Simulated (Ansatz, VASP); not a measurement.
**Cross-check of SnTe between VASP and Ansatz**

Wanted: the spread between two codes on one cell, functional and k mesh. The cell is taken from a series of runs on this material, whose earlier steps may have relaxed, scaled, displaced or heated it; both programs get it as it stands.

Program: Ansatz 0.2.0. Level of theory: plane waves, with VASP 6.6.1 beside it; zone-centre phonons at LDA. Results are calculated unless marked as measured.

## Step 1: The structure

The structure is trigonal, space group R-3m (No. 166). The conventional cell has a = 4.453 Å, b = 4.453 Å, c = 10.690 Å, α = 90.00°, β = 90.00°, γ = 120.00°. Nearest to Sn lie 6 Te at 3.13 Å. Te has 6 Sn at 3.13 Å nearest. Farther neighbours and most contacts between anions are not listed.

## Step 2: Ansatz: zone-centre phonons, LDA

Ansatz runs on its PAW soft_1 files.

Second derivatives magnify differences that forces hide, and they need a tight electronic threshold.

input.yaml reads:

```yaml
crystal:
  lattice:
    - [-0.0420088412, 3.1070148392, 3.1070148392]
    - [3.1070148392, -0.0420088412, 3.1070148392]
    - [3.1070148392, 3.1070148392, -0.0420088412]
  atoms:
    - { symbol: Sn, position: [0.0, 0.0, 0.0] }
    - { symbol: Te, position: [0.5, 0.5, 0.5] }
kpoints:
  mp_grid: { grid: [12, 12, 12] }
hamiltonian:
  xc: lda
  pseudopotentials: { kind: paw, azcp: { folder: soft_1 }, xc_functional: pbe }
scf:
  occupations: { method: gaussian, width: 0.01 }
output:
  eigenvalues: true
phonons:
  method: dfpt
```

On the command line:

```console
ansatz run input.yaml --threads 4 --pin off --max-ram 10240MiB --backend cpu --events-out ev --progress --plain --runs-dir out
```

Numbers of over 12 decimals in the logs are rounded to 6 here.

The program printed:

```text
Engine: ansatz 0.2.0, aarch64-unknown-linux-gnu
Pseudopotentials: kind: paw
Pseudopotential: Sn, paw, valence charge 14, recommended cutoff 420 eV (normal), soft_1/Sn.paw.azcp
Pseudopotential: Te, paw, valence charge 16, recommended cutoff 420 eV (normal), soft_1/Te.paw.azcp
Functional definition: SPW92
  exchange = slater_x
  correlation = pw_c
Crystal: 2 atoms, lattice volume = 61.204 Å³
Basis set: ecut = 420 eV, 1235 PW (Γ), exchange–correlation on 60×60×60 points (8 copies of the dense FFT grid, shifted against one another)
Bands: 19, of which v1, the nominal top of the filled ones, is band 15 counted from 1 (14 counted from 0)
Symmetry: 12 space group operations
k-points: 476 of 1728 (irreducible under 2 space group operations, time reversal used)
Non-local potential: Sn, projectors of the file, l = 0: 2, l = 1: 2, l = 2: 2, l = 3: 1
Non-local potential: Te, projectors of the file, l = 0: 2, l = 1: 2, l = 2: 2, l = 3: 1
PAW form: soft (Blöchl's): semilocal exchange-correlation on the pseudo side does not see the compensation charge
PAW frozen core: Sn, regenerated for the run's functional, and the local potential with it (the file was generated under x = pbe(κ = 0.804, μ = 0.219515), c = pbe(β = 0.066725))
PAW frozen core: Te, regenerated for the run's functional, and the local potential with it (the file was generated under x = pbe(κ = 0.804, μ = 0.219515), c = pbe(β = 0.066725))
PAW one-centre angular grid: Sn, 590 points (default); XC on 64 Gauss nodes
PAW one-centre angular grid: Te, 590 points (default); XC on 64 Gauss nodes
Initial density: superposition of atomic densities (chi_scale 0.1, normalization cell, long waves kept (reshape's long-wave potential 0.00 eV rms))
Initial wavefunctions: pseudopotential atomic-orbital guess
Functional: x = slater, c = lda
SCF iter   1: F=—  HF=-12707.422197 eV  |F-HF|=—  |Δ(HF+E_count)|=         —  Δρ=1.06e-2  dr2=7.51e-2  ethr=3.10e-3  ⟨swp⟩=7.7  Hψ=54844  notcnv=0
preconditioner: auto → none  [insulator: Δε(μ)=0.020 eV  Ē_g=8.795 eV  σ=0.010 eV  W_gap=0.82  n_scr=14 (ndim 8)  ℏωp=15.0 eV  f_vac=0.000  D(μ)=0.08/eV (n_scr^D=0)  ε∞_Penn≈3.9]
SCF iter   2: F=—  HF=-12707.409579 eV  |F-HF|=—  |Δ(HF+E_count)|=   1.26e-2  Δρ=5.06e-3  dr2=1.80e-2  ethr=2.50e-4  ⟨swp⟩=2.0  Hψ=15018  notcnv=0
SCF iter   3: F=—  HF=-12707.407676 eV  |F-HF|=—  |Δ(HF+E_count)|=   1.90e-3  Δρ=3.61e-4  dr2=5.54e-5  ethr=6.01e-5  ⟨swp⟩=2.8  Hψ=13173  notcnv=0
SCF iter   4: F=—  HF=-12707.407698 eV  |F-HF|=—  |Δ(HF+E_count)|=   2.14e-5  Δρ=1.11e-4  dr2=2.99e-6  ethr=1.85e-7  ⟨swp⟩=2.1  Hψ=17267  notcnv=0
SCF iter   5: F=—  HF=-12707.407700 eV  |F-HF|=—  |Δ(HF+E_count)|=   1.81e-6  Δρ=3.38e-5  dr2=6.14e-7  ethr=9.98e-9  ⟨swp⟩=2.0  Hψ=13804  notcnv=0
SCF iter   6: F=—  HF=-12707.407699 eV  |F-HF|=—  |Δ(HF+E_count)|=   3.74e-7  Δρ=4.27e-6  dr2=6.28e-9  ethr=2.05e-9  ⟨swp⟩=2.0  Hψ=13784  notcnv=0
SCF iter   7: F=—  HF=-12707.407699 eV  |F-HF|=—  |Δ(HF+E_count)|=   2.84e-9  Δρ=6.07e-7  dr2=1.75e-10  ethr=2.09e-11  ⟨swp⟩=2.1  Hψ=16445  notcnv=0
SCF iter   8: F=-12707.407699 eV  HF=-12707.407699 eV  |F-HF|=3.64e-12  |Δ(HF+E_count)|=  4.73e-11  Δρ=8.18e-8  dr2=5.17e-12  ethr=1.00e-12  ⟨swp⟩=7.6  Hψ=50440  notcnv=0
SCF 1 converged in 8 iterations: F = -12707.407699 eV  dr2 = 5.17e-12
  greatest PAW one-centre occupation: 0.999 electrons in one spin orbital (limit 2), on the Te atom at site 1 (counted from 0), in its partial waves of l = 2
DFPT response loops at Γ: preconditioner auto → Kerker (q_TF=auto, 2.423 Å⁻¹) (partly filled bands, converged f_vac=0.006); β = 1.00, the filter's whole step (`scf.mixing.beta` (0.50) is not read by the response loops under this deck's `scf.mixing.preconditioner`; to damp them name `kerker` or `kerker_dos`, under which they read `scf.mixing.beta`, and type it under 1.00, their step now; both keys bind the ground state too); Broyden in place of MSR1
SCF converged after 8 iterations
Free energy (F): -12707.407699 eV
Harris-Foulkes:  -12707.407699 eV  (|F-HF|=3.64e-12)
Internal energy: -12707.407697 eV  (E = F + TS)
E sigma→0 (E₀):  -12707.407698 eV
Entropy (-TS):   -0.000002 eV (-0.001 meV/atom)
Fermi energy:    9.670175 eV
--- Per-component energies (eV) ---
  E_band       = -352.196482
  E_kinetic    = 341.598875
  E_local      = -2658.961093  (includes V_loc(G=0)·N_el)
  E_nonlocal   = 221.354745
  E_hartree    = 1325.112820
  E_xc         = -247.518456
  E_vxc        = -184.214328  (∫ρ·V_xc dr)
  E_paw        = -8743.030509  (= ΣΔE_a)
  E_vpaw       = -722.200675  (= ΣTr[D̂ρ^β])
  E_aug_tail   = 0.000349  (compensation charges beyond the density's cutoff)
  E_ewald      = -2947.067961
  E_core_change = 1.103533  (= ΣΔE_core)
  E_smearing   = -0.000002  (= −TS)
  E_closure    = -0.000000  (closes the sum)
  Σ components = -12707.407699   (vs F -12707.407699, Δ=0.00e0)
--- Band table (eV; the first three rows and the last of 476) ---
  k-point 0: bands = [... 11 lower, 4.9349, 7.4636, 7.4636, 7.6539, 12.9984, 13.0608, 13.0608, 14.4131]
  k-point 1: bands = [... 11 lower, 4.5679, 7.4770, 7.6259, 7.7712, 12.6643, 12.7162, 12.7392, 14.3825]
  k-point 2: bands = [... 11 lower, 3.7749, 7.5204, 7.6699, 8.2670, 11.9710, 12.0033, 12.0727, 14.4354]
  k-point 475: bands = [... 11 lower, 1.2544, 7.8150, 7.8150, 9.5240, 9.6822, 9.9239, 9.9239, 17.5637]
--- Phonons (Γ-DFPT): 2 representative perturbations + reference, on 476 of 1728 k-points (Σ response iterations 6) ---
  k mesh reduced under 2 symmetry operations, with k and −k counted as one. Each operation leaves every solved perturbation unchanged. A smaller set is not used because it would not reduce the number of displacements times k-points to solve
  ASR residual: 7.854e-5 → 0.000e0 eV/Å²; symmetrization residual: 1.844e-6 eV/Å²
  ASR residual per site (eV/Å²): 7.85e-5 2.03e-5
  Γ frequencies (cm⁻¹): 0.00 0.00 0.00 4.86 4.86 31.30
  non-analytic LO–TO correction: not included (Born effective charges unavailable; polar crystals: no LO–TO splitting at Γ)
```

## Step 3: VASP: zone-centre phonons, LDA

The same cell, functional (in two slightly different forms), mesh and smearing now go to VASP, with its own data sets.

Lines of VASP's logs that name or quote its potential files are left out, and so is its time.

INCAR reads:

```
SYSTEM = SnTe
PREC = Accurate
ENCUT = 500
EDIFF = 1E-08
NELM = 120
ISMEAR = 0
SIGMA = 0.01
LREAL = .FALSE.
ALGO = Normal
GGA = CA
NBANDS = 16
LORBIT = 11
LWAVE = .FALSE.
LCHARG = .FALSE.
ISIF = 2
IBRION = 8
LASPH = .TRUE.
GGA_COMPAT = .FALSE.
KPAR = 2
```

POSCAR reads:

```
SnTe
1.0
   -0.0420088412      3.1070148392      3.1070148392
    3.1070148392     -0.0420088412      3.1070148392
    3.1070148392      3.1070148392     -0.0420088412
Sn Te
1 1
Direct
    0.0000000000      0.0000000000      0.0000000000
    0.5000000000      0.5000000000      0.5000000000
```

KPOINTS reads:

```
Automatic mesh
0
Gamma
12 12 12
0 0 0
```

PAW data sets: Sn_d and Te (LDA family, release 64).

On the command line:

```console
mpirun -np 2 vasp_std
```

The program printed:

```text
[banner, memory and clock lines left out]
running    2 mpi-ranks, on    1 nodes
 distrk:  each k-point on    1 cores,    2 groups
 distr:  one band on    1 cores,    1 groups

 POSCAR found type information on POSCAR SnTe
 POSCAR found :  2 types and       2 ions
 LDA part: xc-table for (Slater(with rela. corr.)+CA(PZ))
 , standard interpolation
 POSCAR, INCAR and KPOINTS ok, starting setup
 FFT: planning ... GRIDC
 FFT: planning ... GRID_SOFT
 FFT: planning ... GRID
 WAVECAR not read
 entering main loop
       N       E                     dE             d eps       ncg     rms          rms(c)
DAV:   1     0.121376482324E+03    0.12138E+03   -0.94794E+03  6088   0.141E+03
DAV:   2     0.135043318427E+01   -0.12003E+03   -0.11755E+03  6808   0.345E+02
DAV:   3    -0.860752831664E+01   -0.99580E+01   -0.99178E+01  7472   0.874E+01
DAV:   4    -0.887784764813E+01   -0.27032E+00   -0.27026E+00  7448   0.159E+01
DAV:   5    -0.888969784721E+01   -0.11850E-01   -0.11850E-01  8888   0.302E+00    0.482E+00
DAV:   6    -0.883561312725E+01    0.54085E-01   -0.11462E-01  8752   0.244E+00    0.305E+00
DAV:   7    -0.883109807192E+01    0.45151E-02   -0.40397E-02  8048   0.109E+00    0.708E-01
DAV:   8    -0.883019492254E+01    0.90315E-03   -0.63982E-03  7728   0.656E-01    0.143E-01
DAV:   9    -0.883022156361E+01   -0.26641E-04   -0.53768E-04  8568   0.208E-01    0.504E-02
DAV:  10    -0.883020578363E+01    0.15780E-04   -0.52629E-05  8032   0.629E-02    0.256E-02
DAV:  11    -0.883020531089E+01    0.47274E-06   -0.23439E-05  8008   0.376E-02    0.175E-02
DAV:  12    -0.883020500413E+01    0.30676E-06   -0.22146E-06  7648   0.109E-02    0.103E-02
DAV:  13    -0.883020497787E+01    0.26256E-07   -0.15669E-07  7920   0.241E-03    0.455E-03
DAV:  14    -0.883020495846E+01    0.19419E-07   -0.66639E-08  7704   0.327E-03    0.150E-03
DAV:  15    -0.883020495867E+01   -0.21600E-09   -0.10905E-08  4752   0.493E-04
   1 F= -.88302050E+01 E0= -.88302049E+01  d E =-.206036E-06
 Linear response reoptimize wavefunctions to high precision
DAV:   1    -0.883020495858E+01    0.91404E-10   -0.11425E-09  5040   0.233E-04
DAV:   2    -0.883020495860E+01   -0.20464E-10   -0.17599E-10  4048   0.100E-04
 Linear response DOF=           2
 Linear response progress:
  Degree of freedom:   1/  2
       N       E                     dE             d eps       ncg     rms          rms(c)
RMM:   1    -0.217696742265E+00   -0.21770E+00    0.32934E-01 18408   0.106E+01
RMM:   2    -0.223076324388E+00   -0.53796E-02   -0.12033E-02 27042   0.879E-01    0.826E-02
RMM:   3    -0.222940260163E+00    0.13606E-03   -0.94130E-04 29841   0.245E-01    0.435E-02
RMM:   4    -0.222683491982E+00    0.25677E-03   -0.84503E-05 29832   0.735E-02    0.818E-03
RMM:   5    -0.222680180980E+00    0.33110E-05   -0.76531E-06 30836   0.225E-02    0.383E-03
RMM:   6    -0.222685918820E+00   -0.57378E-05   -0.12391E-06 30416   0.780E-03    0.138E-03
RMM:   7    -0.222686104955E+00   -0.18613E-06   -0.36231E-07 31179   0.307E-03    0.774E-04
RMM:   8    -0.222684019124E+00    0.20858E-05    0.17399E-07 30370   0.135E-03    0.188E-04
RMM:   9    -0.222683696964E+00    0.32216E-06    0.31274E-07 31959   0.623E-04    0.202E-04
RMM:  10    -0.222683583890E+00    0.11307E-06    0.46180E-07 32096   0.309E-04    0.194E-04
RMM:  11    -0.222683626909E+00   -0.43019E-07    0.49673E-07 32775   0.173E-04    0.372E-04
RMM:  12    -0.222683314403E+00    0.31251E-06    0.25318E-07 28907   0.113E-04    0.101E-04
RMM:  13    -0.222683170521E+00    0.14388E-06    0.12961E-07 31494   0.777E-05    0.696E-06
RMM:  14    -0.222683134790E+00    0.35731E-07    0.54157E-08 32489   0.544E-05    0.259E-05
RMM:  15    -0.222683118014E+00    0.16776E-07    0.28362E-08 30860   0.444E-05    0.134E-05
RMM:  16    -0.222683122995E+00   -0.49814E-08    0.10404E-08 28098   0.391E-05    0.218E-06
 first order change of Fermi-energy  -0.46284E-04
 force on displaced ion       1 direction 1 :  -0.167  -0.066  -0.066
 Linear response progress:
  Degree of freedom:   2/  2
       N       E                     dE             d eps       ncg     rms          rms(c)
RMM:   1    -0.479813520366E-01   -0.47981E-01    0.64003E-02 33072   0.880E-01
RMM:   2    -0.484470735661E-01   -0.46572E-03   -0.20394E-03 28747   0.221E-01    0.664E-02
RMM:   3    -0.485969633062E-01   -0.14989E-03   -0.16631E-04 29098   0.633E-02    0.482E-02
RMM:   4    -0.488225772933E-01   -0.22561E-03   -0.25276E-05 28729   0.311E-02    0.563E-03
RMM:   5    -0.488298279477E-01   -0.72507E-05   -0.10187E-06 29717   0.753E-03    0.296E-03
RMM:   6    -0.488300183731E-01   -0.19043E-06   -0.96131E-08 29138   0.215E-03    0.706E-04
RMM:   7    -0.488284994684E-01    0.15189E-05   -0.10049E-08 29944   0.457E-04    0.122E-04
RMM:   8    -0.488286771078E-01   -0.17764E-06   -0.37775E-08 28773   0.154E-04    0.401E-05
RMM:   9    -0.488286464043E-01    0.30703E-07    0.17820E-07 31516   0.568E-05    0.199E-05
RMM:  10    -0.488286790679E-01   -0.32664E-07    0.34905E-07 31777   0.233E-05    0.293E-06
RMM:  11    -0.488286595511E-01    0.19517E-07    0.21396E-08 29490   0.150E-05    0.108E-06
RMM:  12    -0.488286583947E-01    0.11564E-08   -0.63155E-09 21930   0.128E-05    0.434E-07
 first order change of Fermi-energy   0.28237E-03
 force on displaced ion       2 direction 1 :  -0.145  -0.071  -0.071
 Linear response finished
```

OUTCAR, selected parts (step 3):

```text
ion  position               nearest neighbor table
   1  0.000  0.000  0.000-   2 3.13   2 3.13   2 3.13   2 3.13   2 3.13   2 3.13
   2  0.500  0.500  0.500-   1 3.13   1 3.13   1 3.13   1 3.13   1 3.13   1 3.13

  LATTYP: Found a trigonal (rhomboedric) cell.
 ALAT       =     4.3941833331
 COS(alpha) =     0.4864348941

 Subroutine GETGRP returns: Found 12 space group operations
 (whereof 12 operations were pure point group operations)

The static configuration has the point symmetry D_3d.

 Found    189 irreducible k-points:

   k-points           NKPTS =    189   k-points in BZ     NKDIM =    189   number of bands    NBANDS=     16

   dimension x,y,z NGX =    32 NGY =   32 NGZ =   32
   dimension x,y,z NGXF=    64 NGYF=   64 NGZF=   64

   ENCUT  =  500.0 eV  36.75 Ry    6.06 a.u.   8.01  8.01  8.01*2*pi/ulx,y,z

   NELECT =      20.0000    total number of electrons

 k-points in reciprocal lattice and weights: Automatic mesh
   0.00000000  0.00000000  0.00000000       0.001
   0.08333333 -0.00000000 -0.00000000       0.003
   0.16666667  0.00000000  0.00000000       0.003
   0.25000000  0.00000000  0.00000000       0.003
   0.33333333  0.00000000  0.00000000       0.003
   0.41666667  0.00000000 -0.00000000       0.003
   0.50000000  0.00000000  0.00000000       0.002
   0.08333333  0.08333333 -0.00000000       0.003
   0.16666667  0.08333333  0.00000000       0.007
[...]
-0.41666667  0.50000000  0.41666667       0.003
   0.50000000  0.50000000  0.50000000       0.001

 average (electrostatic) potential at core
       1-100.1545       2 -88.4905

  Total       -0.1611938     -0.1611938     -0.1611938      0.0915698      0.0915698      0.0915698
  in kB       -4.2196827     -4.2196827     -4.2196827      2.3970860      2.3970860      2.3970860
  external PRESSURE =      -4.2196827 kB  Pullay stress =       0.0000000 kB

  energy-cutoff  :      500.00
  volume of cell :       61.20
      direct lattice vectors                 reciprocal lattice vectors
    -0.042008841  3.107014839  3.107014839    -0.157698666  0.159860077  0.159860077
     3.107014839 -0.042008841  3.107014839     0.159860077 -0.157698666  0.159860077
     3.107014839  3.107014839 -0.042008841     0.159860077  0.159860077 -0.157698666

 POSITION                                       TOTAL-FORCE (eV/Angst)
 -----------------------------------------------------------------------------------
      0.00000      0.00000      0.00000        -0.000000     -0.000000     -0.000000
      3.08601      3.08601      3.08601         0.000000      0.000000      0.000000
 -----------------------------------------------------------------------------------
    total drift:                                0.000000     -0.000000     -0.000000

 Eigenvectors and eigenvalues of the dynamical matrix
 ----------------------------------------------------

   1 f  =    1.078996 THz     6.779532 2PiTHz   35.991436 cm-1     4.462367 meV
             X         Y         Z           dx          dy          dz
      0.000000  0.000000  0.000000     0.419938    0.419938    0.419938
      3.086010  3.086010  3.086010    -0.396214   -0.396214   -0.396214

   2 f  =    0.593504 THz     3.729092 2PiTHz   19.797146 cm-1     2.454532 meV
             X         Y         Z           dx          dy          dz
      0.000000  0.000000  0.000000    -0.602602    0.460907    0.141695
      3.086010  3.086010  3.086010     0.496502   -0.379755   -0.116747

   3 f  =    0.593504 THz     3.729092 2PiTHz   19.797146 cm-1     2.454532 meV
             X         Y         Z           dx          dy          dz
      0.000000  0.000000  0.000000    -0.184297   -0.429720    0.614017
      3.086010  3.086010  3.086010     0.151848    0.354060   -0.505908

   4 f/i=    0.011879 THz     0.074638 2PiTHz    0.396239 cm-1     0.049127 meV
             X         Y         Z           dx          dy          dz
      0.000000  0.000000  0.000000    -0.396214   -0.396214   -0.396214
      3.086010  3.086010  3.086010    -0.419938   -0.419938   -0.419938

   5 f/i=    0.046497 THz     0.292152 2PiTHz    1.550986 cm-1     0.192298 meV
             X         Y         Z           dx          dy          dz
      0.000000  0.000000  0.000000     0.065871    0.413075   -0.478946
      3.086010  3.086010  3.086010     0.079947    0.501346   -0.581293

   6 f/i=    0.046497 THz     0.292152 2PiTHz    1.550986 cm-1     0.192298 meV
             X         Y         Z           dx          dy          dz
      0.000000  0.000000  0.000000    -0.515008    0.314550    0.200458
      3.086010  3.086010  3.086010    -0.625062    0.381767    0.243295

 ELASTIC MODULI CONTR FROM IONIC RELAXATION (kBar)
 Direction    XX          YY          ZZ          XY          YZ          ZX
 --------------------------------------------------------------------------------
 XX           0.0000      0.0000      0.0000      0.0000      0.0000      0.0000
 YY           0.0000      0.0000      0.0000      0.0000      0.0000      0.0000
 ZZ           0.0000      0.0000      0.0000      0.0000      0.0000      0.0000
 XY           0.0000      0.0000      0.0000      0.0000      0.0000      0.0000
 YZ           0.0000      0.0000      0.0000      0.0000      0.0000      0.0000
 ZX           0.0000      0.0000      0.0000      0.0000      0.0000      0.0000
 --------------------------------------------------------------------------------
```

## Step 4: Comparison

Known differences besides the potentials themselves: the two LDA forms differ slightly; the data sets hold 30 valence electrons in Ansatz (on its PAW soft_1 files) and 20 in VASP; the cutoff is 420 eV in Ansatz and 500 eV in VASP; VASP's log shows a relativistic correction to its local exchange, Ansatz's none. Total energies have different zeros and are not compared.

The two programs side by side:

| quantity | Ansatz | VASP | difference |
| --- | --- | --- | --- |
| optical mode 1 to 2 (cm⁻¹) | 4.9 | 19.8 | -14.9 |
| optical mode 3 (cm⁻¹) | 31.3 | 36.0 | -4.7 |

Modes are paired by rising frequency, not by their patterns, so a pair may set unlike modes beside each other; they are those without the splitting of longitudinal modes.

## Step 5: What came out

```json
{"r.m.s. difference of the optical zone-centre modes, each program's sorted by frequency (zone-centre phonons, LDA)": "12 cm⁻¹"}
```

**Reading.** The r.m.s. difference of the optical zone-centre modes, each program's sorted by frequency is 12 cm⁻¹ (zone-centre phonons, LDA). The data sets hold unlike numbers of valence electrons (30 in Ansatz and 20 in VASP), so part of the differences comes from the potentials. What causes the difference of the zone-centre phonons, LDA pair stays open here. Such differences can come from data sets, numerical settings and the points named under the comparisons, not from the functional's error against experiment.

[Lines on the potential files, build, host, timing and source positions are cut from VASP's logs without a mark.]

[Logs are printed without paths, hosts, clocks, repeated set-up lines and the standing remarks that a program may print on its own settings, such as how far it seeks lower states.]

[Hosts, paths, dates, database ids (printed as entryN), source tags and the programs' standing remarks are cut or masked in the printed files.]
